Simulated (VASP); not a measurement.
Here is the system:

```
NiSi2
1.0
    0.00000     2.73607     2.73607
    2.73607     0.00000     2.73607
    2.73607     2.73607     0.00000
Si Ni
2 1
Direct
  0.25000   0.25000   0.25000
  0.75000   0.75000   0.75000
  0.00000   0.00000   0.00000
```

Calculation: optB88-vdW, VASP's PBE PAW potentials (set 64) (plane waves; VASP 6.6.1). Numerical set-up: 520 eV cut-off, Gaussian smearing of 0.050 eV, potentials Si Ni.

**Question.** What does the run give for the band gap (along the path) with the smallest direct gap where there is one?

**Answer.** 
- band gap (along the path) = none (metal, semimetal or under 0.01 eV)

The compound is NiSi2 in the fluorite structure. It was relaxed first. The run is not spin-polarised, so no magnetic state was tried.
